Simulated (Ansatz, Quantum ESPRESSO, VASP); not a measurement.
# Tc3N (P-6m2, 4 atoms in the cell) computed with different codes at matched settings

Self-consistent single point.

```
Tc3N
1.0
    2.79779     0.00000     0.00000
   -1.39889     2.42296     0.00000
    0.00000     0.00000     7.03934
Tc N
3 1
Direct
  0.00000   0.00000   0.50000
  0.66667   0.33333   0.80333
  0.66667   0.33333   0.19667
  0.00000   0.00000   0.00000
```

Shared settings, as Ansatz (an electronic-structure program) writes them: kpoints.mp_grid.grid = 4 4 2; scf.occupations.method = gaussian; scf.occupations.width = 0.0037 Ry. Potentials and cutoffs stand in the table.

| code | model | pressure (GPa) | largest force (eV/Å) | cutoff |
|---|---|---|---|---|
| VASP | PBEsol, VASP's PBE PAW potentials (set 64) | -8.46 | 0.221 | 400 eV |
| Quantum ESPRESSO | PBEsol, GBRV 1.5 ultrasoft (PBESOL) pseudopotentials | -5.75 | 0.215 | 40 Ry |
| Ansatz | PBEsol, default PAW files made with PBE | -5.25 | 0.212 | default |

On Ansatz's run: spin polarisation is off.

The spread over the programs that give each value: pressure within 3.21 GPa; largest force within 0.009 eV/Å.

Ansatz's pressure is given at a fixed set of plane waves, as the other plane-wave codes print theirs. In the pressure, VASP (by 2.71) lies more than 1 GPa from the median of the plane-wave programs.

On the base mesh (14 14 5) the same programs gave: Ansatz pressure -5.95 GPa; Quantum ESPRESSO pressure -6.45 GPa; VASP pressure -9.14 GPa.

The values differ from the base mesh's, so the mesh still matters here: the table compares the programs at equal settings.

VASP's run is marked for a possible Pulay error in its stress at this cutoff; no cutoff test was made.

The starting cell comes from a database of computed structures (which also holds hypothetical and non-ambient phases and stackings), without a prior relaxation at this level.

Left out of this page: ABINIT, Elk, FLEUR and SIESTA (not drawn, or without a comparable value).

Keys are those of Ansatz 0.2.
